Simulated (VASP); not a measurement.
Output of a VASP run:

OSZICAR:
```
       N       E                     dE             d eps       ncg     rms          rms(c)
DAV:   1    -0.682739066924E+03   -0.68274E+03   -0.84583E+00   326   0.813E+00    0.414E+00
DAV:   2    -0.682764766640E+03   -0.25700E-01   -0.18137E-01   364   0.121E+00    0.250E+00
DAV:   3    -0.682743381940E+03    0.21385E-01   -0.51196E-02   364   0.641E-01    0.137E+00
DAV:   4    -0.682740240615E+03    0.31413E-02   -0.12490E-02   364   0.279E-01    0.745E-01
DAV:   5    -0.682738316225E+03    0.19244E-02   -0.15277E-03   393   0.133E-01    0.414E-01
DAV:   6    -0.682737849117E+03    0.46711E-03   -0.10511E-03   353   0.905E-02    0.209E-01
DAV:   7    -0.682737736573E+03    0.11254E-03   -0.18356E-04   353   0.360E-02    0.114E-01
DAV:   8    -0.682737690246E+03    0.46327E-04   -0.27828E-05   284   0.196E-02    0.634E-02
DAV:   9    -0.682737681102E+03    0.91440E-05   -0.15840E-05   249   0.123E-02
   1 F= -.68273768E+03 E0= -.68273768E+03  d E =-.660594E-12
```

**OUTCAR**
```
------------------------ aborting loop because EDIFF is reached ----------------------------------------
  volume of cell :      365.00
      direct lattice vectors                 reciprocal lattice vectors
     7.146555159  0.000000000  0.000000000     0.139927556  0.000000000  0.000000000
     0.000000000  7.146555159  0.000000000     0.000000000  0.139927556  0.000000000
     0.000000000  0.000000000  7.146555159     0.000000000  0.000000000  0.139927556
 POSITION                                       TOTAL-FORCE (eV/Angst)
 -----------------------------------------------------------------------------------
      3.57279      7.11832      7.13329         0.028362     -0.016653      0.098475
      4.47768      0.87412      0.86377        -0.012161      0.021210     -0.118522
      5.38003      1.77925      7.13332         0.016018     -0.037270      0.096473
      6.24950      2.67547      0.85985        -0.001577      0.001078     -0.095415
      5.35982      7.13863      1.76486        -0.014504      0.007962      0.080740
      6.24008      0.88997      2.65938        -0.005361      0.014226     -0.094662
      7.13990      7.13935      7.11001        -0.005538     -0.013478      0.086382
      0.87179      0.87100      0.87577        -0.004708     -0.001717     -0.083469
      1.76253      1.76163      0.01016         0.012403      0.009520      0.078666
      2.67635      2.67547      0.86066        -0.001230      0.003415     -0.040688
      3.59017      3.58929      0.01016        -0.008352     -0.006666      0.082501
      4.48090      4.48011      0.87572         0.003826      0.002821     -0.083709
      5.35925      5.35829      7.11000         0.005173      0.008851      0.082375
      6.24956      6.24880      0.86720         0.000681     -0.002366     -0.067137
      1.78041      7.10464      1.73060        -0.019208      0.027132      0.077751
      2.66923      0.83247      2.57022        -0.020317      0.099813     -0.022144
      3.58430      1.76763      1.71509         0.016066     -0.024659      0.087826
      4.51859      2.68271      2.57033        -0.081188      0.022102     -0.023529
      5.39353      3.57128      1.73064        -0.026692      0.023322      0.080562
      6.25890      4.46087      2.65942         0.004133     -0.015334     -0.092237
      3.55242      0.00722      3.54353         0.007294     -0.024262      0.070994
      4.43518      0.91624      4.45739         0.017322     -0.011976     -0.126780
      5.34404      1.79941      3.54368         0.029296     -0.012468      0.070207
      6.24949      2.67545      4.43702         0.000191     -0.000808     -0.047672
      5.35205      7.14621      5.32683        -0.005964      0.002707      0.085479
      6.25506      0.88875      6.22116         0.006604     -0.001516     -0.075242
      7.11914      3.57166      7.13329        -0.021624      0.038829      0.101632
      0.87489      4.47686      0.86369         0.012863     -0.014542     -0.117019
      1.77977      5.37953      7.13351        -0.022185      0.018559      0.098835
      2.67638      6.24914      0.85979        -0.004516     -0.005192     -0.097242
      7.10531      1.77962      1.73045         0.030187     -0.019089      0.081387
      0.83350      2.66816      2.57007         0.086871     -0.019801     -0.026285
      1.76833      3.58364      1.71487        -0.017255      0.016422      0.088985
      2.68344      4.51889      2.56980         0.020809     -0.097206     -0.019852
      3.57227      5.39333      1.73023         0.018078     -0.032664      0.084660
      4.46192      6.25832      2.65920        -0.014133     -0.003470     -0.090449
      0.00439      0.00357      3.54180         0.000460     -0.000363      0.086172
      0.92151      0.92067      4.43581        -0.041029     -0.041949     -0.112861
      1.75133      1.75009      3.32461        -0.060834     -0.058593      0.028911
      2.67639      2.67570      5.04283        -0.005430      0.002678     -0.582104
      3.60072      3.60096      3.32464         0.071352      0.063026      0.022314
      4.43078      4.43021      4.43584         0.044287      0.043001     -0.111406
      5.34816      5.34728      3.54178        -0.003839      0.000288      0.085210
      6.24951      6.24866      4.44097        -0.000243     -0.000558     -0.085674
      1.80006      0.00278      5.32990        -0.040748     -0.040549      0.087545
      2.66775      0.83981      6.30888        -0.039046      0.088012     -0.106788
      3.61066      1.74052      5.51428         0.018736     -0.017336      0.099991
      4.51183      2.68394      6.30880        -0.089487      0.046174     -0.109540
      5.34900      3.55158      5.32982         0.034556      0.044438      0.088953
      6.24396      4.46221      6.22126        -0.004384      0.000656     -0.076118
      7.13923      5.35872      1.76489         0.011154     -0.007703      0.079003
      0.89062      6.23910      2.65934         0.013281      0.004289     -0.090858
      0.00830      3.55132      3.54372        -0.027372      0.013455      0.070500
      0.91732      4.43451      4.45778        -0.014974      0.013369     -0.129194
      1.80003      5.34358      3.54374        -0.008264      0.025930      0.065727
      2.67628      6.24874      4.43696        -0.003199      0.001360     -0.042985
      0.00365      1.79942      5.32981        -0.037750     -0.043656      0.090648
      0.84093      2.66689      6.30907         0.084906     -0.039252     -0.112450
      1.74210      3.61061      5.51525        -0.020918      0.014986      0.096584
      2.68508      4.51147      6.30934         0.032851     -0.089608     -0.110474
      3.55246      5.34835      5.32998         0.044483      0.038320      0.088733
      4.46326      6.24326      6.22126         0.000029     -0.006261     -0.077080
...
```
(Selected blocks of OUTCAR.)

File POSCAR:
```
C64N
1
    7.1465551590     0.0000000000     0.0000000000
    0.0000000000     7.1465551590     0.0000000000
    0.0000000000     0.0000000000     7.1465551590
C N
64 1
Direct
  0.4999322497   0.9960484493   0.9981433681
  0.6265513680   0.1223128191   0.1208654168
  0.7528138297   0.2489665446   0.9981481635
  0.8744768938   0.3743714376   0.1203169670
  0.7499867975   0.9988909775   0.2469529824
  0.8731590584   0.1245311873   0.3721204826
  0.9990680958   0.9989923197   0.9948863460
  0.1219880065   0.1218769654   0.1225439910
  0.2466262646   0.2465005636   0.0014221357
  0.3744955972   0.3743717819   0.1204294365
  0.5023639232   0.5022404692   0.0014218314
  0.6270020270   0.6268906303   0.1225367432
  0.7499062940   0.7497720489   0.9948851280
  0.8744857042   0.8743797123   0.1213447403
  0.2491277659   0.9941347584   0.2421585898
  0.3734990559   0.1164861590   0.3596445641
  0.5015425229   0.2473399953   0.2399881470
  0.6322747125   0.3753857011   0.3596596531
  0.7547040292   0.4997202700   0.2421642926
  0.8757927912   0.6241993230   0.3721259215
  0.4970810986   0.0010108735   0.4958380967
  0.6206040387   0.1282067712   0.6237109915
  0.7477778578   0.2517874046   0.4958589859
  0.8744755705   0.3743693685   0.6208609023
  0.7488991528   0.9999510143   0.7453706843
  0.8752549133   0.1243607896   0.8705112809
  0.9961631689   0.4997736283   0.9981438189
  0.1224213240   0.6264367513   0.1208543543
  0.2490384299   0.7527450475   0.9981746009
  0.3744992020   0.8744271876   0.1203083359
  0.9942281378   0.2490185594   0.2421372607
  0.1166291587   0.3733488206   0.3596235298
  0.2474381787   0.5014493762   0.2399576415
  0.3754877246   0.6323167324   0.3595854722
  0.4998589371   0.7546756611   0.2421075290
  0.6243451275   0.8757109954   0.3720957213
  0.0006143274   0.0005000115   0.4955959632
  0.1289443339   0.1288272179   0.6206922765
  0.2450589464   0.2448862130   0.4652050955
  0.3745010648   0.3744040034   0.7056302358
  0.5038397014   0.5038732058   0.4652085374
  0.6199881999   0.6199085850   0.6206957741
  0.7483546103   0.7482319193   0.4955920723
  0.8744788227   0.8743597856   0.6214136295
  0.2518777117   0.0003891302   0.7457994973
  0.3732920735   0.1175128707   0.8827862861
  0.5052314880   0.2435472890   0.7715994828
  0.6313298883   0.3755565748   0.8827746476
  0.7484718530   0.4969632483   0.7457881184
  0.8737024487   0.6243862128   0.8705262616
  0.9989752551   0.7498319688   0.2469563872
  0.1246222241   0.8730214824   0.3721143466
  0.0011609786   0.4969274578   0.4958636713
  0.1283582756   0.6205099589   0.6237666229
  0.2518743374   0.7477139983   0.4958672847
  0.3744850433   0.8743712835   0.6208527941
  0.0005107960   0.2517880231   0.7457871161
  0.1176686382   0.3731712803   0.8828131464
  0.2437682275   0.5052242441   0.7717355707
  0.3757166017   0.6312795890   0.8828507452
  0.4970870433   0.7483813696   0.7458108791
  0.6245328009   0.8736041795   0.8705250393
  0.0000425078   0.7487655283   0.7453977785
  0.1244400770   0.8751594761   0.8705347860
  0.3742397156   0.3746157977   0.5270128474
```

**Question.** Reconstruct the remaining input files.

**Answer.** One answer among several that fit: the input of the run itself, HSE06 screened hybrid, plane waves, VASP's PBE PAW potentials (set 64).

File KPOINTS:
```
Regular mesh
0
Gamma
  1 1 1
```

INCAR:
```
SYSTEM=C64N
PREC=Normal; ENCUT=400; LREAL=Auto
LASPH=.True.; ISYM=0; NELECT=260.0
EDIFF=1E-5; NELM=50; NELMIN=4
ALGO=Normal
ISMEAR=0; SIGMA=0.05
GGA=PE; LHFCALC=.True.; AEXX=0.25
HFSCREEN=0.2; PRECFOCK=Fast
ISIF=0
LWAVE=.False.; LCHARG=.False.
```

POTCAR, in this order: C N (PBE.64 set). Program: vasp_gam. Read from the step before: WAVECAR.

The cell is charged, with a uniform compensating background. The supercell is sampled at Γ alone, which is coarse: total energies, pressure and levels can be off, energies of defects by several tenths of an eV.

The cell is a supercell with a defect, built from C (diamond): N_i, charge +1. The cell's shape comes from a PBE relaxation. The run is not spin-polarised, so no state with unpaired spins was tried.
